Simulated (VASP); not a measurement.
Given:

```yaml
crystal:
  lattice:
    - [3.84098, 0.00000, 0.00000]
    - [0.00000, 3.84098, 0.00000]
    - [0.00000, 0.00000, 4.72151]
  atoms:
    - { symbol: Sn, position: [0.50000, 0.00000, 0.75451] }
    - { symbol: Sn, position: [0.00000, 0.50000, 0.24549] }
    - { symbol: O, position: [0.50000, 0.50000, 0.00000] }
    - { symbol: O, position: [0.00000, 0.00000, 0.00000] }
```

Method: PBE GGA with D4 dispersion, VASP's PBE PAW potentials (set 64) (plane waves; VASP). Numerical set-up: 520 eV cut-off, Gaussian smearing of 0.050 eV, potentials Sn_d O.

Question: Give the energies of bands 14 to 23 at the high-symmetry points, in eV from the Fermi level.

Answer: 
```json
[
 {"band": "14", "Γ": "-6.76", "X": "-7.34", "M": "-8.87", "Z": "-5.91", "R": "-7.51", "A": "-8.72"},
 {"band": "15", "Γ": "-6.05", "X": "-4.76", "M": "-4.87", "Z": "-5.91", "R": "-5.31", "A": "-5.43"},
 {"band": "16", "Γ": "-6.05", "X": "-4.76", "M": "-4.87", "Z": "-3.39", "R": "-5.31", "A": "-5.43"},
 {"band": "17", "Γ": "-3.30", "X": "-4.65", "M": "-2.36", "Z": "-3.03", "R": "-4.60", "A": "-2.74"},
 {"band": "18", "Γ": "-3.01", "X": "-4.65", "M": "-2.36", "Z": "-3.03", "R": "-4.60", "A": "-2.74"},
 {"band": "19", "Γ": "-3.01", "X": "-2.65", "M": "-1.82", "Z": "-2.92", "R": "-1.63", "A": "-2.37"},
 {"band": "20", "Γ": "0.01", "X": "-2.65", "M": "-1.82", "Z": "-2.02", "R": "-1.63", "A": "-2.37"},
 {"band": "21", "Γ": "2.22", "X": "3.36", "M": "-0.02", "Z": "1.74", "R": "2.77", "A": "2.36"},
 {"band": "22", "Γ": "4.50", "X": "3.36", "M": "-0.02", "Z": "2.79", "R": "2.77", "A": "2.36"},
 {"band": "23", "Γ": "4.50", "X": "5.80", "M": "4.60", "Z": "2.79", "R": "5.25", "A": "4.33"}
]
```

It has no gap at this level: it comes out as a metal or semimetal.

Measured: gap 0.70 eV (computed value off by -0.70 eV), as given by David Waroquiers et al., Physical Review B (2013), arXiv:1302.6756.

The compound is SnO in the litharge structure. It was relaxed first.
